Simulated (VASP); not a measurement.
Here is the system:

```xyz
6
Lattice="3.7561 0.0000 0.0000 0.0000 11.1261 0.0000 0.0000 0.0000 3.4114" Properties=species:S:1:pos:R:3 pbc="T T T"
Pt     3.7561     0.0000     1.7057
Pt     1.8780     5.5631     3.4114
Cl     3.3416     9.6499     0.0000
Cl     0.4144     1.4762     3.4114
Cl     1.4636     7.0393     1.7057
Cl     2.2925     4.0868     1.7057
```

The numbers are results of PBEsol GGA, VASP's PBE PAW potentials (set 64) (plane waves; VASP), not measurements. Numerical set-up: 400 eV cut-off, Gaussian smearing of 0.050 eV, potentials Pt Cl.

Without a dispersion term in the relaxation, distances and binding between the weakly bound layers, chains or molecules are unreliable, and so is what depends on them. Unless said otherwise, spin-orbit coupling is left out, though it shifts the bands of the heavy elements here.

### Question
Estimate the band gap (along the path) with the smallest direct gap where there is one.

### Answer

```
Item                                    Value
------------------------------------  -------
band gap (along the path)             0.85 eV
smallest direct gap (along the path)  1.40 eV
```

The absolute energy has meaning only against runs of the same code, potentials and settings.

The structure comes from a computed database's PtCl2 entry (Pnnm); how it stands against other phases isn't given here. It was relaxed first.
